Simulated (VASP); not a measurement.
# Be3Te2O (Cmc2_1) in VASP: elastic constants with PBE

Aim: the elastic constants of Be3Te2O with PBE.

Everything below comes from runs of VASP 6.6.1. Logs are shortened: lines on timing, memory, paths and dates and some standing lists are left out, and cuts for length are marked.

## 1. The crystal as given

The structure is orthorhombic, space group Cmc2_1 (No. 36). Conventional cell: a = 10.770 Å, b = 6.148 Å, c = 6.775 Å, α = 90.00°, β = 90.00°, γ = 90.00°. Be (site symmetry 1) is surrounded by 1 O at 1.59 Å. Be (site symmetry m) has 1 O at 1.52 Å as nearest neighbours. Around Te (site symmetry 1) lie 4 Be at 2.41 to 2.56 Å. Around O (site symmetry m) lie 3 Be at 1.52 to 1.59 Å.

The cell was built by a generator and needn't be a form met in nature.

## 2. Elastic constants, PBE

POSCAR

```
Be3Te2O
1.0
    5.3850100000     -3.0738400000      0.0000000000
    5.3850100000      3.0738400000      0.0000000000
    0.0000000000      0.0000000000      6.7754500000
Be Te O
6 4 2
Direct
    0.4327260000      0.8200530000      0.1162620000
    0.1799470000      0.5672740000      0.1162620000
    0.9346370000      0.0653630000      0.0457040000
    0.8200530000      0.4327260000      0.6162620000
    0.5672740000      0.1799470000      0.6162620000
    0.0653630000      0.9346370000      0.5457040000
    0.5136420000      0.1535420000      0.9889760000
    0.1535420000      0.5136420000      0.4889760000
    0.8464580000      0.4863580000      0.9889760000
    0.4863580000      0.8464580000      0.4889760000
    0.1801660000      0.8198340000      0.0734970000
    0.8198340000      0.1801660000      0.5734970000
```

INCAR.step1

```
SYSTEM = Be3Te2O
PREC = Accurate
ENCUT = 520
EDIFF = 1E-8
ISMEAR = 0
SIGMA = 0.03
LREAL = .False.
LASPH = .True.
NELM = 60
ALGO = Normal
ISIF = 3
LWAVE = .False.
LCHARG = .False.
GGA = PE
KPAR = 8
IBRION = 2
NSW = 40
EDIFFG = -0.002
```

INCAR.step2

```
SYSTEM = Be3Te2O
PREC = Accurate
ENCUT = 520
EDIFF = 1E-8
ISMEAR = 0
SIGMA = 0.03
LREAL = .False.
LASPH = .True.
NELM = 60
ALGO = Normal
ISIF = 3
LWAVE = .False.
LCHARG = .False.
GGA = PE
KPAR = 8
IBRION = 6
NFREE = 2
POTIM = 0.015
NSW = 1
```

KPOINTS

```
regular mesh
0
Gamma
  4 4 4
  0 0 0
```

Potentials or basis: VASP PAW PBE potentials, release 64 (Be, Te, O).

The run is started by

```bash
$ cat potpaw_PBE.64/Be/POTCAR potpaw_PBE.64/Te/POTCAR potpaw_PBE.64/O/POTCAR > POTCAR
$ cp INCAR.step1 INCAR
$ mpirun -np 8 vasp_std > vasp.out
$ cp CONTCAR POSCAR
$ cp INCAR.step2 INCAR
$ mpirun -np 8 vasp_std > vasp.out
```

OUTCAR:

```text
SYSTEM = Be3Te2O
   PREC = Accurate
   ENCUT = 520
   EDIFF = 1E-8
   ISMEAR = 0
   LREAL = .False.
   LASPH = .True.
   NELM = 60
   ISIF = 3
   GGA = PE
   IBRION = 6
   NFREE = 2
   POTIM = 0.015
   NSW = 1

 ion  position               nearest neighbor table
   1  0.433  0.820  0.116-  11 1.59   9 2.49   7 2.51  10 2.56
   2  0.180  0.567  0.116-  11 1.59   7 2.49   9 2.51   8 2.56
   3  0.935  0.065  0.046-  11 1.52   9 2.41   7 2.41
   4  0.820  0.433  0.616-  12 1.59  10 2.49   8 2.51   9 2.56
   5  0.567  0.180  0.616-  12 1.59   8 2.49  10 2.51   7 2.56
   6  0.065  0.935  0.546-  12 1.52  10 2.41   8 2.41
   7  0.514  0.154  0.989-   3 2.41   2 2.49   1 2.51   5 2.56   9 3.56   9 3.56   9 3.58
   8  0.154  0.514  0.489-   6 2.41   5 2.49   4 2.51   2 2.56  10 3.56  10 3.56  10 3.58
   9  0.846  0.486  0.989-   3 2.41   1 2.49   2 2.51   4 2.56   7 3.56   7 3.56   7 3.58
  10  0.486  0.846  0.489-   6 2.41   4 2.49   5 2.51   1 2.56   8 3.56   8 3.56   8 3.58
  11  0.180  0.820  0.074-   3 1.52   2 1.59   1 1.59
  12  0.820  0.180  0.574-   6 1.52   5 1.59   4 1.59

  LATTYP: Found a base centered orthorhombic cell.
 ALAT       =     6.1478625602
 B/A-ratio  =     1.7516583361
 C/A-ratio  =     1.1026041688

  Lattice vectors:

 A1 = (  -5.3844773512,  -3.0739312801,   0.0000000000)
 A2 = (   5.3844773512,  -3.0739312801,   0.0000000000)
 A3 = (   0.0000000000,   0.0000000000,   6.7786588878)

Analysis of symmetry for initial positions (statically):
=====================================================================
 Subroutine PRICEL returns:
 Original cell was already a primitive cell.

 Routine SETGRP: Setting up the symmetry group for a
 base centered orthorhombic supercell.

 Subroutine GETGRP returns: Found  4 space group operations
 (whereof  2 operations were pure point group operations)
 out of a pool of  8 trial point group operations.

The static configuration has the point symmetry C_1h.
 The point group associated with its full space group is C_2v.

Analysis of symmetry for dynamics (positions and initial velocities):
=====================================================================
 Subroutine PRICEL returns:
 Original cell was already a primitive cell.

 Routine SETGRP: Setting up the symmetry group for a
 base centered orthorhombic supercell.

 Subroutine GETGRP returns: Found  4 space group operations
 (whereof  2 operations were pure point group operations)
 out of a pool of  8 trial point group operations.

The dynamic configuration has the point symmetry C_1h.
 The point group associated with its full space group is C_2v.

 Subroutine INISYM returns: Found  4 space group operations
 (whereof  2 operations are pure point group operations),
 and found     1 'primitive' translations

----------------------------------------------------------------------------------------

                                     Primitive cell

  volume of cell :     224.3941

  direct lattice vectors                    reciprocal lattice vectors
     5.384477351 -3.073931280  0.000000000     0.092859523 -0.162658158  0.000000000
     5.384477351  3.073931280  0.000000000     0.092859523  0.162658158  0.000000000
     0.000000000  0.000000000  6.778658888     0.000000000  0.000000000  0.147521806

  length of vectors
[... 121 lines left out ...]
  Thomas-Fermi vector in A             =   2.109905
   LORBIT       =      0    0 simple, 1 ext, 2 COOP (PROOUT), +10 PAW based schemes
   GGA     = PE    functional components
   LHFCALC =     F    Hartree Fock is set to
   AEXX    =    0.0000 exact exchange contribution
   IVDW    =     0    specifies the selected vdW correction
   LEPSILON=     F    determine dielectric tensor
   LRPA    =     F    only Hartree local field effects (RPA)
 finite differences with symmetry
 non-spin polarized calculation
 Gauss-broadening in eV      SIGMA  =   0.03
  energy-cutoff  :      520.00
  volume of cell :      224.39
 maximum number of plane-waves:      6066
 NGX is ok and might be reduce to    48
   NGX = 23   NGY = 23   NGZ = 25

--------------------------------------- Ionic step        1  -------------------------------------------

 number of electron      48.0000002 magnetization

 Free energy of the ion-electron system (eV)
  ---------------------------------------------------
  ext. energy  EPLUGINS =         0.00000000
  ---------------------------------------------------
  free energy    TOTEN  =       -56.31451499 eV

  energy without entropy =      -56.31451499  energy(sigma->0) =      -56.31451499

------------------------ aborting loop because EDIFF is reached ----------------------------------------

  FORCE on cell =-STRESS in cart. coord.  units (eV):
  Direction    XX          YY          ZZ          XY          YZ          ZX
  --------------------------------------------------------------------------------------
  -------------------------------------------------------------------------------------
  Total        0.0047721      0.0010899      0.0004787      0.0000000      0.0000000      0.0000000
  in kB        0.0340730      0.0077819      0.0034177      0.0000000      0.0000000      0.0000000
  external PRESSURE =       0.0150908 kB  Pullay stress =       0.0000000 kB
[... 119 lines left out ...]
  FREE ENERGIE OF THE ION-ELECTRON SYSTEM (eV)
  ---------------------------------------------------
  free  energy   TOTEN  =       -56.2854684264 eV

  energy  without entropy=      -56.2854684264  energy(sigma->0) =      -56.28546843

[... ionic steps 4 to 34 ...]

--------------------------------------- Ionic step       35  -------------------------------------------

 number of electron      48.0000002 magnetization

------------------------ aborting loop because EDIFF is reached ----------------------------------------
[... 87 lines left out ...]
--------------------------------------- Ionic step       37  -------------------------------------------

 number of electron      47.9999998 magnetization

 Free energy of the ion-electron system (eV)
  ---------------------------------------------------
  ext. energy  EPLUGINS =         0.00000000
  ---------------------------------------------------
  free energy    TOTEN  =       -56.31387963 eV

  energy without entropy =      -56.31387963  energy(sigma->0) =      -56.31387963

 E-fermi :   4.5517     XC(G=0):  -8.9920

 val. band max:        4.3998386492   @ k =   0.5000   0.2500   0.0000
 cond. band min:       6.7013370950   @ k =   0.5000   0.5000   0.0000
 fundamental gap:      2.3014984457
 Fermi energy:         4.5516717991

 k-point     1 :       0.0000    0.0000    0.0000
  band No.  band energies     occupation
      1     -15.2283      2.00000
      2     -15.1931      2.00000
      3      -7.3609      2.00000
      4      -6.5047      2.00000
      5      -5.4071      2.00000
      6      -5.3213      2.00000
[... 844 lines left out ...]
  FREE ENERGIE OF THE ION-ELECTRON SYSTEM (eV)
  ---------------------------------------------------
  free  energy   TOTEN  =       -56.3138796268 eV

  energy  without entropy=      -56.3138796268  energy(sigma->0) =      -56.31387963

 INTERNAL STRAIN TENSORS FROM STRAINED CELLS
 ============================================

 INTERNAL STRAIN TENSOR FOR ION    1 for displacements in x,y,z  (eV/Angst):
          X           Y           Z          XY          YZ          ZX
  --------------------------------------------------------------------------------
  x    -9.00654    -2.11078     0.40601     5.11965     1.45155    -2.97184
  y     4.87874     1.03927    -0.14305    -2.75628    -2.43307     1.15219
  z    -1.61032    -1.73253     0.80865     1.01316    -0.29894    -0.07643

 INTERNAL STRAIN TENSORS FROM DISPLACED ATOMS
 ============================================

 INTERNAL STRAIN TENSOR FOR ION    1 for displacements in x,y,z  (eV/Angst):
          X           Y           Z          XY          YZ          ZX
  --------------------------------------------------------------------------------
  x    -9.00782    -2.12390     0.39639     5.12289     1.45521    -2.97140
  y     4.86181     1.04751    -0.14778    -2.75269    -2.43745     1.15288
  z    -1.62009    -1.75152     0.75941     1.01342    -0.30761    -0.07329
[... 8 lines left out ...]
 INTERNAL STRAIN TENSOR FOR ION   12 for displacements in x,y,z  (eV/Angst):
          X           Y           Z          XY          YZ          ZX
  --------------------------------------------------------------------------------
  x     0.00000     0.00000     0.00000     8.91846     0.00000     4.15271
  y     8.53758   -17.24515     2.96264     0.00000    -2.91927     0.00000
  z     3.33932    -2.70173     6.01021     0.00000     2.23177     0.00000

 Eigenvectors and eigenvalues of the dynamical matrix
   1 f  =   27.897630 THz   175.285976 2PiTHz  930.564757 cm-1   115.375273 meV
   2 f  =   27.695860 THz   174.018218 2PiTHz  923.834436 cm-1   114.540820 meV
   3 f  =   22.701779 THz   142.639486 2PiTHz  757.249848 cm-1    93.886973 meV
   4 f  =   22.597369 THz   141.983458 2PiTHz  753.767099 cm-1    93.455167 meV
   5 f  =   22.216182 THz   139.588386 2PiTHz  741.052050 cm-1    91.878703 meV
   6 f  =   22.119974 THz   138.983895 2PiTHz  737.842906 cm-1    91.480820 meV
[... 25 lines left out ...]
  32 f  =    1.752445 THz    11.010937 2PiTHz   58.455273 cm-1     7.247527 meV
  33 f  =    1.665590 THz    10.465213 2PiTHz   55.558116 cm-1     6.888325 meV
  34 f/i=    0.001846 THz     0.011599 2PiTHz    0.061578 cm-1     0.007635 meV
  35 f/i=    0.002428 THz     0.015253 2PiTHz    0.080976 cm-1     0.010040 meV
  36 f/i=    0.006439 THz     0.040457 2PiTHz    0.214779 cm-1     0.026629 meV

 ELASTIC MODULI CONTR FROM IONIC RELAXATION (kBar)
 Direction    XX          YY          ZZ          XY          YZ          ZX
 --------------------------------------------------------------------------------
 XX        -345.2312     22.8804     41.2228      0.0000      0.0000     -0.0000
 YY          22.8804   -328.8588     90.0414      0.0000      0.0000     -0.0000
 ZZ          41.2228     90.0414   -183.1306      0.0000     -0.0000      0.0000
 XY           0.0000      0.0000     -0.0000   -149.2385      0.0000     -0.0000
 YZ           0.0000      0.0000     -0.0000      0.0000    -84.6695     -0.0000
 ZX          -0.0000     -0.0000      0.0000     -0.0000     -0.0000    -43.9272
 --------------------------------------------------------------------------------

 TOTAL ELASTIC MODULI (kBar)
 Direction    XX          YY          ZZ          XY          YZ          ZX
 --------------------------------------------------------------------------------
 XX        1432.8880    553.2387    261.5504      0.0000      0.0000     -0.0000
 YY         553.2387   1609.7043    219.6780      0.0000      0.0000     -0.0000
 ZZ         261.5504    219.6780    703.1845      0.0000     -0.0000      0.0000
 XY           0.0000      0.0000     -0.0000    561.0890      0.0000     -0.0000
 YZ           0.0000      0.0000     -0.0000      0.0000    180.5677     -0.0000
 ZX          -0.0000     -0.0000      0.0000     -0.0000     -0.0000    227.4386
 --------------------------------------------------------------------------------
```

Wall time 22 min (8 MPI ranks of Intel Xeon 6975P-C (Granite Rapids), shared host); peak memory 0.65 GiB.

What came out:

```yaml
Voigt_bulk_modulus: 65 GPa
Highest_phonon_frequency_at_Γ_LO-TO_splitting_left_out: 931 cm⁻¹
```

Phonon frequencies in cm⁻¹ (negative: imaginary):
| q point | frequencies |
| --- | --- |
| (0.000, 0.000, 0.000) | 0 0 0 56 58 99 103 126 139 143 147 153 201 214 267 282 293 310 319 338 341 349 388 406 417 421 448 468 479 479 738 741 754 757 924 931 |

Elastic tensor in Voigt notation (GPa, in the Cartesian axes of the cell as first typed):
```
143  55  26   0   0   0
 55 161  22   0   0   0
 26  22  70   0   0   0
  0   0   0  18   0   0
  0   0   0   0  23   0
  0   0   0   0   0  56
```

Clamped-ion elastic tensor (GPa):
```
178  53  22   0   0   0
 53 194  13   0   0   0
 22  13  89   0   0   0
  0   0   0  27   0   0
  0   0   0   0  27   0
  0   0   0   0   0  71
```
